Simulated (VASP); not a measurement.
# NaCl: GW quasiparticle gap

How does the gap of NaCl change from the starting functional to GW? The cell is of the rock-salt type, one of the forms listed for this formula. The start is a cell from a database of measured crystal structures.

Program: VASP 6.6.1. Level of theory: PBE; plane waves and PAW (Na_sv_GW, Cl_GW), in the first sound run; inputs show where later runs differ. Results are calculated unless marked as measured.

Most raw output is cut from this account.

The database entry behind the starting cell differs from later determinations by our own check (an axis about 0.4 % short against later determinations), so it need not match the best structure at ambient conditions.

### 1. Set-up

Symmetry: Fm-3m, No. 225, cubic system. Conventional cell: a = 5.620 Å, b = 5.620 Å, c = 5.620 Å, α = 90.00°, β = 90.00°, γ = 90.00°. Nearest to Na lie 6 Cl at 2.81 Å. Nearest to Cl lie 6 Na at 2.81 Å. Farther neighbours and most contacts between anions are not listed.

### 2. Ground state

The orbitals come from a self-consistent PBE run with a tight EDIFF and a narrow smearing. KPOINTS_OPT adds the bands along a path, which shows whether the mesh holds the band edges.

File INCAR:

```
SYSTEM = NaCl
PREC = Accurate
ENCUT = 400
EDIFF = 1E-08
NELM = 100
ISMEAR = 0
SIGMA = 0.01
LREAL = .FALSE.
ALGO = Normal
GGA = PE
NBANDS = 14
LORBIT = 11
LWAVE = .TRUE.
LCHARG = .FALSE.
KPAR = 8
```

File POSCAR:

```
NaCl
1.0
    0.0000000000      2.8100000000      2.8100000000
    2.8100000000      0.0000000000      2.8100000000
    2.8100000000      2.8100000000      0.0000000000
Na Cl
1 1
Direct
    0.0000000000      0.0000000000      0.0000000000
    0.5000000000      0.5000000000      0.5000000000
```

File KPOINTS:

```
Automatic mesh
0
Gamma
6 6 6
0 0 0
```

File KPOINTS_OPT:

```
Line mode
12
Line-mode
Reciprocal
  0.00000000   0.00000000   0.00000000 GAMMA
  0.50000000   0.00000000   0.50000000 X

  0.50000000   0.00000000   0.50000000 X
  0.50000000   0.25000000   0.75000000 W

  0.50000000   0.25000000   0.75000000 W
  0.37500000   0.37500000   0.75000000 K

  0.37500000   0.37500000   0.75000000 K
  0.00000000   0.00000000   0.00000000 GAMMA

  0.00000000   0.00000000   0.00000000 GAMMA
  0.50000000   0.50000000   0.50000000 L

  0.50000000   0.50000000   0.50000000 L
  0.62500000   0.25000000   0.62500000 U

  0.62500000   0.25000000   0.62500000 U
  0.50000000   0.25000000   0.75000000 W

  0.50000000   0.25000000   0.75000000 W
  0.50000000   0.50000000   0.50000000 L

  0.50000000   0.50000000   0.50000000 L
  0.37500000   0.37500000   0.75000000 K

  0.62500000   0.25000000   0.62500000 U
  0.50000000   0.00000000   0.50000000 X
```

The projector-augmented-wave data sets are Na_sv_GW and Cl_GW (PBE family, release 64).

Started as:

```
$ mpirun -np 8 vasp_std
```

Run time: 8.2 s. Hardware: 8 MPI ranks of Intel Xeon Platinum 8259CL at 2.50GHz (Skylake/Cascade Lake), shared host; peak memory 1.3 GiB; 55 s of CPU time.

This step gave:

* free energy (TOTEN): -8.850 eV
* Fermi energy: -0.7601 eV
* pressure: 0.07402 GPa
* least gap on mesh and path: 5.156 eV
* least direct gap on mesh and path: 5.156 eV

The highest empty bands on the path are converged less tightly, to about 0.1 eV. The electronic bands at the labelled points (eV, zero at the valence-band top; v1 is the highest filled band, c1 the lowest empty one):

```
          point     v3     v2     v1    c1     c2     c3     c4
              Γ   0.00   0.00   0.00  5.16  11.05  11.05  11.05
0.45 of the way  -0.96  -0.28  -0.28  6.90   9.28  11.04  12.19
              X  -1.69  -0.61  -0.61  7.56   8.04  11.40  14.88
0.45 of the way  -1.58  -0.77  -0.68  7.99   8.45  10.97  12.94
              W  -1.21  -1.21  -0.76  8.85   9.70   9.70  11.37
0.55 of the way  -1.38  -1.12  -0.61  8.52   9.12  10.36  12.02
              K  -1.43  -1.13  -0.50  8.24   9.04  10.59  12.75
0.45 of the way  -1.33  -0.56  -0.19  7.59   9.64  10.55  11.79
              Γ   0.00   0.00   0.00  5.16  11.05  11.05  11.05
0.45 of the way  -0.98  -0.12  -0.12  6.46  10.05  11.36  11.36
              L  -1.95  -0.27  -0.27  7.28  10.72  10.92  10.92
0.55 of the way  -1.70  -0.76  -0.37  8.18   9.67  10.38  11.66
              U  -1.43  -1.13  -0.50  8.24   9.04  10.59  12.75
0.55 of the way  -1.36  -1.12  -0.65  8.61   9.17  10.27  11.85
              W  -1.21  -1.21  -0.76  8.85   9.70   9.70  11.37
0.45 of the way  -1.63  -0.84  -0.45  8.50   9.44  10.20  11.78
              L  -1.95  -0.27  -0.27  7.28  10.72  10.92  10.92
0.45 of the way  -1.78  -0.63  -0.35  7.97   9.88  10.50  11.45
              K  -1.43  -1.13  -0.50  8.24   9.04  10.59  12.75
      jump to U  -1.43  -1.13  -0.50  8.24   9.04  10.59  12.75
0.45 of the way  -1.61  -0.80  -0.57  7.83   8.37  11.11  13.62
              X  -1.69  -0.61  -0.61  7.56   8.04  11.40  14.88
```

Of the projections kept (Na, Cl), the largest for each band there; the rest of the weight can lie on other orbitals:

```
point       v3       v2       v1       c1       c2       c3       c4
    Γ  Cl 0.99  Cl 0.99  Cl 0.99  Cl 0.85  Cl 0.79  Cl 0.79  Cl 0.79
    X  Cl 0.95  Cl 0.97  Cl 0.97  Cl 0.70  Cl 0.73  Cl 0.81  Na 0.50
    W  Cl 0.96  Cl 0.96  Cl 0.99  Cl 0.78  Cl 0.83  Cl 0.83  Na 0.52
    K  Cl 0.95  Cl 0.98  Cl 0.98  Cl 0.64  Cl 0.85  Cl 0.83  Cl 0.60
    Γ  Cl 0.99  Cl 0.99  Cl 0.99  Cl 0.85  Cl 0.79  Cl 0.79  Cl 0.79
    L  Cl 0.98  Cl 0.99  Cl 0.99  Cl 0.60  Cl 0.90  Cl 0.58  Cl 0.58
```

The cell has a gap of 5.16 eV on mesh and path.

### 3. Empty bands, functional PBE

The next step needs empty bands that the ground-state run didn't converge, so the Hamiltonian is diagonalised exactly for NBANDS bands, in a single step. LOPTICS writes the k-derivatives of the orbitals (WAVEDER), which give the long-wavelength limit of the screening.

File INCAR:

```
SYSTEM = NaCl
PREC = Accurate
ENCUT = 400
ISMEAR = 0
SIGMA = 0.01
LREAL = .FALSE.
GGA = PE
NBANDS = 288
ALGO = Exact
NELM = 1
LWAVE = .TRUE.
LCHARG = .FALSE.
LOPTICS = .TRUE.
NEDOS = 1000
CSHIFT = 0.1
```

POSCAR is that of step 2.

KPOINTS is that of step 2.

Started as:

```
$ mpirun -np 8 vasp_std
```

The job ended after 7.6 s (8 MPI ranks; peak memory 1.2 GiB).

The gap is read on the k-mesh alone, so it is an upper bound where the band edges lie off the mesh.

Numbers from this step:

```
gap on the k-mesh              : 5.156 eV
least direct gap on the k-mesh : 5.156 eV
```

WAVECAR now holds 288 bands for 16 electrons. Its independent-particle dielectric tensor has xx, yy, zz = 2.8, 2.8, 2.8 on this mesh, which isn't tested for convergence in mesh or bands and lacks local fields.

### 4. evGW0

This step: evGW0 on PBE; plane waves and PAW (Na_sv_GW, Cl_GW) (VASP 6.6.1).

The lowest NBANDSGW levels in G are updated for four passes while W stays fixed, so the result depends less on the starting levels.

File INCAR:

```
SYSTEM = NaCl
PREC = Accurate
ENCUT = 400
ISMEAR = 0
SIGMA = 0.01
LREAL = .FALSE.
GGA = PE
NBANDS = 288
ALGO = EVGW0
NELMGW = 4
ENCUTGW = 200
NOMEGA = 48
PRECFOCK = Fast
NBANDSGW = 16
LWAVE = .FALSE.
LCHARG = .FALSE.
```

POSCAR is that of step 3.

KPOINTS is that of step 3.

Started as:

```
$ mpirun -np 8 vasp_std
```

Wall time 17 min (8 MPI ranks); peak memory 3.3 GiB.

Numbers from this step:

* quasiparticle gap on the mesh: 8.630 eV
* smallest direct quasiparticle gap on the mesh: 8.630 eV
* gap of the starting orbitals on the mesh: 5.156 eV

QP gap by iteration, by row:

```
iteration  gap (eV)  direct gap (eV)
        1     8.117            8.117
        2     8.551            8.551
        3     8.618            8.618
        4      8.63             8.63
```

GW takes the gap from 5.156 to 8.630 eV. The last pass still moved it by +11 meV. The value holds for 288 bands, ENCUTGW = 200 eV and this mesh, and isn't shown to be converged in them.

### 5. QPGW0

This step: QPGW0 on PBE; plane waves and PAW (Na_sv_GW, Cl_GW) (VASP 6.6.1).

Here the orbitals are updated too, by diagonalising a Hermitian self-energy in the bands up to NBANDSGW.

INCAR: that of step 4 with these lines changed.

```diff
@@ -8,3 +8,3 @@
 NBANDS = 288
-ALGO = EVGW0
+ALGO = QPGW0
 NELMGW = 4
@@ -13,3 +13,3 @@
 PRECFOCK = Fast
-NBANDSGW = 16
+NBANDSGW = 24
 LWAVE = .FALSE.
```

POSCAR is that of step 4.

KPOINTS is that of step 4.

Started as:

```
$ mpirun -np 8 vasp_std
```

It took 57 min on 8 MPI ranks; peak memory 6 GiB.

This step gave:

- quasiparticle gap on the mesh: 8.768 eV
- smallest direct quasiparticle gap on the mesh: 8.768 eV

QP gap by iteration, by row:

```
iteration  gap (eV)  direct gap (eV)
        1     8.108            8.108
        2     8.585            8.585
        3     8.715            8.715
        4     8.768            8.768
```

GW takes the gap from 5.156 to 8.768 eV. That is +139 meV against evGW0 on PBE. The last pass still moved it by +54 meV. The value holds for 288 bands, ENCUTGW = 200 eV and this mesh, and isn't shown to be converged in them.

### 6. Orbitals for another starting point

This step: PBE; plane waves and PAW (Na_sv_GW, Cl_GW) (VASP 6.6.1).

A hybrid converges faster from good orbitals, so a cheap PBE run writes WAVECAR first.

File INCAR:

```
SYSTEM = NaCl
PREC = Accurate
ENCUT = 400
EDIFF = 1E-05
NELM = 100
ISMEAR = 0
SIGMA = 0.01
LREAL = .FALSE.
ALGO = Normal
GGA = PE
NBANDS = 14
LORBIT = 11
LWAVE = .TRUE.
LCHARG = .FALSE.
KPAR = 8
```

POSCAR is that of step 5.

KPOINTS is that of step 5.

Started as:

```
$ mpirun -np 8 vasp_std
```

It took 5.6 s on 8 MPI ranks; peak memory 1.2 GiB; 28 s of CPU time.

Numbers from this step:

* Fermi energy: -0.7483 eV
* pressure: 0.08437 GPa
* gap on the k-mesh: 5.155 eV
* least direct gap on the k-mesh: 5.155 eV

The run ends at a pressure of 0.08 GPa.

### 7. Another starting point

This step: HSE06; plane waves and PAW (Na_sv_GW, Cl_GW) (VASP 6.6.1).

To see how much the result owes to its start, the ground state is made again with HSE06. EDIFF is tight for accurate orbitals, and a narrow smearing avoids fractional occupations.

File INCAR:

```
SYSTEM = NaCl
PREC = Accurate
ENCUT = 400
EDIFF = 1E-08
NELM = 100
ISMEAR = 0
SIGMA = 0.01
LREAL = .FALSE.
ALGO = Normal
LHFCALC = .TRUE.
AEXX = 0.25
GGA = PE
HFSCREEN = 0.2
LASPH = .TRUE.
NBANDS = 14
PRECFOCK = Fast
LORBIT = 11
LWAVE = .TRUE.
LCHARG = .FALSE.
KPAR = 8
```

POSCAR is that of step 6.

KPOINTS is that of step 6.

The run starts from files that an earlier step left in the folder.

Started as:

```
$ mpirun -np 8 vasp_std
```

It took 3.6 min on 8 MPI ranks; peak memory 2 GiB.

The PAW data sets were made with PBE, which is usual practice but a small mismatch for other functionals.

This step gave:

```yaml
free_energy_toten: -9.934 eV
fermi_energy: -1.803 eV
gap_on_the_k_mesh: 6.573 eV
least_direct_gap_on_the_k_mesh: 6.573 eV
```

### 8. Empty bands, functional HSE06

ALGO = Exact makes the empty bands from the converged ground state in one step. LOPTICS writes the k-derivatives of the orbitals (WAVEDER), which give the long-wavelength limit of the screening.

File INCAR:

```
SYSTEM = NaCl
PREC = Accurate
ENCUT = 400
ISMEAR = 0
SIGMA = 0.01
LREAL = .FALSE.
LHFCALC = .TRUE.
AEXX = 0.25
GGA = PE
HFSCREEN = 0.2
LASPH = .TRUE.
NBANDS = 288
PRECFOCK = Fast
ALGO = Exact
NELM = 1
LWAVE = .TRUE.
LCHARG = .FALSE.
LOPTICS = .TRUE.
NEDOS = 1000
CSHIFT = 0.1
```

POSCAR is that of step 7.

KPOINTS is that of step 7.

The WAVECAR or CHGCAR of an earlier step is read.

Started as:

```
$ mpirun -np 8 vasp_std
```

It took 9.2 min on 8 MPI ranks; peak memory 2.4 GiB.

### 9. G0W0

This step: G0W0 on HSE06; plane waves and PAW (Na_sv_GW, Cl_GW) (VASP 6.6.1).

One pass of GW corrects the levels to first order, with G and W from the starting orbitals.

File INCAR:

```
SYSTEM = NaCl
PREC = Accurate
ENCUT = 400
ISMEAR = 0
SIGMA = 0.01
LREAL = .FALSE.
LHFCALC = .TRUE.
AEXX = 0.25
GGA = PE
HFSCREEN = 0.2
LASPH = .TRUE.
NBANDS = 288
PRECFOCK = Fast
ALGO = EVGW0
NELMGW = 1
ENCUTGW = 200
NOMEGA = 48
NBANDSGW = 16
LWAVE = .FALSE.
LCHARG = .FALSE.
```

POSCAR is that of step 8.

KPOINTS is that of step 8.

The WAVECAR or CHGCAR of an earlier step is read.

Started as:

```
$ mpirun -np 8 vasp_std
```

It took 4.2 min on 8 MPI ranks; peak memory 3.9 GiB; 31 min of CPU time.

This step gave:

| Item | Value |
| --- | --- |
| quasiparticle gap on the mesh | 8.753 eV |
| smallest direct quasiparticle gap on the mesh | 8.753 eV |
| gap of the starting orbitals on the mesh | 6.573 eV |

GW takes the gap from 6.573 to 8.753 eV. That is +636 meV against the one-shot pass on PBE. The value holds for 288 bands, ENCUTGW = 200 eV and this mesh, and isn't shown to be converged in them.

### 10. Summary

This step: GW series: evGW0 on PBE, QPGW0 on PBE, G0W0 on HSE06; plane waves and PAW (VASP 6.6.1).

No new run; the numbers come from the runs before.

Cost is wall time times ranks on a shared host, with the step that makes the empty bands. GW runs:

```
        level  bands  ENCUTGW (eV)  NOMEGA  k mesh  starting gap (eV)  quasiparticle gap (eV)  direct gap (eV)  cost (core minutes)
 evGW0 on PBE    288           200      48   6x6x6              5.156                    8.63             8.63                135.7
 QPGW0 on PBE    288           200      48   6x6x6              5.156                   8.768            8.768                454.8
G0W0 on HSE06    288           200      48   6x6x6              6.573                   8.753            8.753                107.2
```

### 11. Results

```
evGW0 on PBE, 288 bands, ENCUTGW 200 eV, NOMEGA 48, mesh 6×6×6  : 5.156 → 8.630 eV
QPGW0 on PBE, 288 bands, ENCUTGW 200 eV, NOMEGA 48, mesh 6×6×6  : 5.156 → 8.768 eV
G0W0 on HSE06, 288 bands, ENCUTGW 200 eV, NOMEGA 48, mesh 6×6×6 : 6.573 → 8.753 eV
```

evGW0 gives a quasiparticle gap of 8.630 eV on the mesh, 3.47 eV over the PBE gap on the same mesh. On mesh and path the starting valence top lies at Γ and the conduction bottom at Γ, so the starting gap is direct. Both points lie on the GW mesh. Over the final values of the levels run here the gap spans 8.63 to 8.77 eV. In evGW0 the first pass, which is the one-shot result, gives 8.117 eV and pass 4 gives 8.630 eV; the last pass changed the gap by +11 meV, so more passes would move it further. In QPGW0 the first pass gives 8.108 eV and pass 4 gives 8.768 eV; the last pass changed the gap by +54 meV, so more passes would move it further. One-shot gaps: 8.117 eV from PBE and 8.753 eV from HSE06. The starting gaps span 1.42 eV and the one-shot gaps 0.64 eV. Bands, response cutoff and mesh weren't tested for convergence. Not tabulated here, as repeats of values shown or as unfit to read for their mesh, reference level or band range: eps2 curves (empty bands); eps1 curves and static values (empty bands); gaps (empty bands).

[Lines on the potential files, build, host, timing and source positions are cut from VASP's logs without a mark.]

[Logs are printed without paths, hosts, clocks, repeated set-up lines and the standing remarks that a program may print on its own settings, such as how far it seeks lower states.]

[Hosts, paths, dates, database ids (printed as entryN), source tags and the programs' standing remarks are cut or masked in the printed files.]

[Pressures printed for these runs are not shown converged in the cutoff: they can be off by several GPa and have the wrong sign.]
